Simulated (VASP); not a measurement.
A convergence study with VASP on YN (rock salt): one setting is varied, all else stays as given below, so the limit is that of these other settings. Each run relaxes cell and ions; the cell shown is the tightest run's result. The basis is that of the starting cell, so low cut-offs carry a Pulay error.

```
CELL_PARAMETERS angstrom
      0.00000     2.45222     2.45222
      2.45222     0.00000     2.45222
      2.45222     2.45222     0.00000
ATOMIC_POSITIONS crystal
  Y  0.00000 0.00000 0.00000
  N  0.50000 0.50000 0.50000
```

Computed with PBE GGA, VASP's PBE PAW potentials (set 64) (plane waves; VASP). The tightest run used: 800 eV cut-off, 8×8×8 Γ-centred mesh, Gaussian smearing of 0.050 eV, potentials Y_sv N.

The reference is ENCUT = 800, which took about 40 core-seconds. Times come from single runs on busy shared machines, so they are rough: good to a factor of about 2.

**Question.** Of the settings ENCUT = 250; ENCUT = 300; ENCUT = 350; ENCUT = 400; ENCUT = 450; ENCUT = 500; ENCUT = 550; ENCUT = 600; ENCUT = 650; ENCUT = 700; ENCUT = 750; ENCUT = 800, which is the lowest that keeps the difference from the reference in relaxed volume (Å³/atom) within 0.1 from there on, and what does it cost?

**Answer.** ENCUT = 450; its cost over the reference is within a factor of 2.
| setting | difference in relaxed volume (Å³/atom) | cost over the reference |
|---|---|---|
| ENCUT = 250 | 1.710 | about 1/2 |
| ENCUT = 300 | 1.020 | within a factor of 2 |
| ENCUT = 350 | 0.510 | about 1/3 |
| ENCUT = 400 | 0.210 | about 1/2 |
| ENCUT = 450 | 0.057 | within a factor of 2 |
| ENCUT = 500 | 0.002 | within a factor of 2 |
| ENCUT = 550 | 0.002 | within a factor of 2 |
| ENCUT = 600 | 0.005 | within a factor of 2 |
| ENCUT = 650 | 0.011 | within a factor of 2 |
| ENCUT = 700 | 0.009 | within a factor of 2 |
| ENCUT = 750 | 0.005 | within a factor of 2 |
| ENCUT = 800 | 0.000 | reference |

Left out are rungs that failed or repeat a setting and relaxations that didn't move; long series are thinned to 24 rows.

The compound is YN in the rock salt structure.
